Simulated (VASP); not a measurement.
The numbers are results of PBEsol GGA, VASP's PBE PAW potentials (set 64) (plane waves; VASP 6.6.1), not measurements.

The input files of a VASP run:

### KPOINTS
```
Automatic mesh
0
Gamma
12 12 1
0 0 0
```

### POSCAR
```
MoS2 bilayer
1
    3.1413272862     0.0000000000     0.0000000000
   -1.5706636431     2.7204689604     0.0000000000
    0.0000000000     0.0000000000    25.8911510793
Mo S
2 4
Direct
  0.6666670000   0.3333330000   0.3785710000
  0.3333330000   0.6666670000   0.6214290000
  0.3333330000   0.6666670000   0.4412280000
  0.3333330000   0.6666670000   0.3159130000
  0.6666670000   0.3333330000   0.6840870000
  0.6666670000   0.3333330000   0.5587720000
```

**INCAR**
```
SYSTEM = MoS2 bilayer
PREC = Normal; ENCUT = 400; LREAL = .False.
LASPH = .True.
EDIFF = 1E-5; NELM = 100; NELMIN = 4
ALGO = Normal; LMAXMIX = 4
ISMEAR = 0; SIGMA = 0.05
GGA = PS
IBRION = 2; NSW = 50; ISIF = 4
EDIFFG = -0.03
LWAVE = .True.; LCHARG = .False.
```

POTCAR, in this order: Mo_sv S (PBE.64 set). Program: vasp_std.

**Question.** What will the output report for the number of irreducible k-points (NKPTS), largest plane-wave count, number of space-group operations, FFT grid (NGX, NGY, NGZ)?

**Answer.** 
```json
{
 "number of irreducible k-points (NKPTS)": "19",
 "largest_plane_wave_count": "4043",
 "number_of_space_group_operations": "12",
 "FFT grid (NGX, NGY, NGZ)": "16 × 16 × 128"
}
```

The cell is a sheet with vacuum, built from MoS2 (2H layered).
